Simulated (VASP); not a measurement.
```xyz
2
Lattice="2.8669 0.0000 0.0000 0.0000 2.8669 0.0000 0.0000 0.0000 2.8669" Properties=species:S:1:pos:R:3 pbc="T T T"
Al     1.4335     1.4335     1.4335
Co     0.0000     0.0000     0.0000
```

All values below come from revPBE GGA, VASP's PBE PAW potentials (set 64) (plane waves; VASP). Settings: 520 eV cut-off, Gaussian smearing of 0.050 eV, potentials Al Co.

**Question.** Give the energies of bands 1 to 9 at the high-symmetry points, in eV from the Fermi level.

**Answer.** 
```json
[
 {"band": "1", "Γ": "-10.98", "X": "-6.76", "M": "-5.20", "R": "-3.90"},
 {"band": "2", "Γ": "-2.92", "X": "-6.57", "M": "-3.02", "R": "-3.90"},
 {"band": "3", "Γ": "-2.92", "X": "-2.34", "M": "-2.68", "R": "-3.90"},
 {"band": "4", "Γ": "-0.87", "X": "-1.72", "M": "-2.68", "R": "-0.23"},
 {"band": "5", "Γ": "-0.87", "X": "-1.72", "M": "-1.51", "R": "-0.23"},
 {"band": "6", "Γ": "-0.87", "X": "-0.76", "M": "-1.51", "R": "2.34"},
 {"band": "7", "Γ": "5.87", "X": "0.13", "M": "-0.27", "R": "2.34"},
 {"band": "8", "Γ": "5.87", "X": "8.30", "M": "2.34", "R": "2.34"},
 {"band": "9", "Γ": "5.87", "X": "10.47", "M": "3.32", "R": "4.00"}
]
```

It has no gap at this level: it comes out as a metal or semimetal.

The compound is CoAl in the CsCl type structure. It was relaxed first. The run is not spin-polarised, so no magnetic state was tried.
